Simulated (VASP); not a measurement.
BeSe (zinc blende), at 0.96 of the tabulated volume:

```xyz
2
Lattice="0.0000 2.5353 2.5353 2.5353 0.0000 2.5353 2.5353 2.5353 0.0000" Properties=species:S:1:pos:R:3 pbc="T T T"
Be     0.0000     0.0000     0.0000
Se     1.2676     1.2676     1.2676
```

The lowest empty band near X, direction across the valley's axis, from PBE with spin-orbit coupling in VASP (PAW); its two spin partners are averaged. The gap over the points computed is 2.38 eV, and the next band on that side lies 1.65 eV away at the edge.

Numerical set-up: 400 eV cut-off, 10×10×10 Γ-centred mesh, Gaussian smearing of 0.050 eV, potentials Be Se.

```csv
distance from the edge in k (1/Å),distance in energy (meV)
0.018,4.8
0.025,9.2
0.035,18.0
0.050,36.6
0.070,71.3
```

Question: Fit E(1 + αE) = ħ²k²/2m* (ħ²/2m0 = 3.810 eV Å²) and predict the row at 0.095 1/Å.

Answer: The rows don't resolve α, so a parabola serves: the electron mass is m* = 0.261 m0, and so 131.6 meV. The run gave 130.4 meV, -1.2 meV from the fit.

Left out are points under 3 meV from the edge, since the levels carry 0.1 meV, and points farther than half the way to the next band.

The compound is BeSe in the zinc blende structure. The cell was not relaxed at this level.
